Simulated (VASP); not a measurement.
The input files of a VASP run:

**INCAR**
```
ALGO=Normal
EDIFF=1E-7
ENCUT=520
GGA=PE
ISIF=2
ISMEAR=-5
LASPH=T
LCHARG=T
LEFG=T
LMAXMIX=4
LORBIT=11
LREAL=F
LWAVE=F
NEDOS=601
NELM=100
PREC=Accurate
SYSTEM=TiB
```

POSCAR:
```
TiB
1.0
  3.8644550671   0.0000000000   0.0000000000
 -1.9322275335   3.3467166440   0.0000000000
  0.0000000000   0.0000000000   4.4526945776
Ti B
2 2
Cartesian
 -0.0000019322   2.2311455449   4.1742893504
  1.9322294658   1.1155710991   1.9479420616
 -0.0000019322   2.2311455449   1.9481656938
  1.9322294658   1.1155710991   4.1745129826
```

**KPOINTS**
```
Automatic mesh
0
Gamma
10 10 8
0 0 0
```

POTCAR, in this order: Ti_sv B (PBE.64 set). Program: vasp_std.

Problem. Translate this PBE calculation to Quantum ESPRESSO's pw.x.

Solution. One equivalent input (not run):
```
&CONTROL
  calculation = 'scf'
  pseudo_dir = './pseudo'
  outdir = './out'
  tprnfor = .true.
  tstress = .true.
/
&SYSTEM
  ibrav = 0
  nat = 4
  ntyp = 2
  ecutwfc = 84
  occupations = 'tetrahedra'
  input_dft = 'pbe'
/
&ELECTRONS
  conv_thr = 7.3e-09
  electron_maxstep = 100
/
ATOMIC_SPECIES
  Ti 47.867 Ti.upf
  B 10.810 B.upf
CELL_PARAMETERS angstrom
     3.8644551   -0.0000000    0.0000000
    -1.9322275    3.3467166   -0.0000000
     0.0000000    0.0000000    4.4526946
ATOMIC_POSITIONS crystal
  Ti   0.3333330  0.6666670  0.9374749
  Ti   0.6666670  0.3333330  0.4374749
  B    0.3333330  0.6666670  0.4375251
  B    0.6666670  0.3333330  0.9375251
K_POINTS automatic
  10 10 8 0 0 0
```
Limits of the translation: the potentials are each code's own (VASP's PAW set, PseudoDojo norm-conserving files in pw.x), so ENCUT and ecutwfc are chosen apart and not converted; conv_thr bounds pw.x's estimated SCF error, while EDIFF bounds the energy change between steps; the field gradients of LEFG aren't asked of the other code.

The structure was generated: TiB was put into the wurtzite type (P6_3mc), which need not be its known phase. It was relaxed first, which changed the volume by -36 %. The relaxed cell has space group P6_3/mmc.
